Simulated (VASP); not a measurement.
```
CELL_PARAMETERS angstrom
      5.51468     0.00000     0.00000
     -2.75734     4.77586     0.00000
      0.00000     0.00000     4.34601
ATOMIC_POSITIONS crystal
  Ta 0.66667 0.33333 0.25000
  Ta 0.33333 0.66667 0.75000
  Ru 0.33137 0.16568 0.75000
  Ru 0.66863 0.83432 0.25000
  Ru 0.16568 0.33137 0.25000
  Ru 0.83432 0.66863 0.75000
  Ru 0.83432 0.16568 0.75000
  Ru 0.16568 0.83432 0.25000
```

The numbers are results of PBEsol GGA, VASP's PBE PAW potentials (set 64) (plane waves; VASP), not measurements. Run with 400 eV cut-off, 7×7×8 Γ-centred mesh, tetrahedra with Blöchl corrections, potentials Ta_pv Ru_pv.

The cores are frozen, which limits the accuracy of field gradients.

**Question.** Give the principal components of the electric field gradient (V/Å²) and the asymmetry η at each nucleus.

**Answer.** 
```
atom    Vxx    Vyy    Vzz     η
----  -----  -----  -----  ----
Ta1    30.6   30.6  -61.1  0.00
Ta2    30.6   30.6  -61.1  0.00
Ru3   -13.8  -10.1   23.9  0.15
Ru4   -13.8  -10.1   23.9  0.15
Ru5   -13.8  -10.1   23.9  0.15
Ru6   -13.8  -10.1   23.9  0.15
Ru7   -13.8  -10.1   23.9  0.15
Ru8   -13.8  -10.1   23.9  0.15
```

The structure comes from a computed database's TaRu3 entry (P6_3/mmc); how it stands against other phases isn't given here. It was relaxed first.
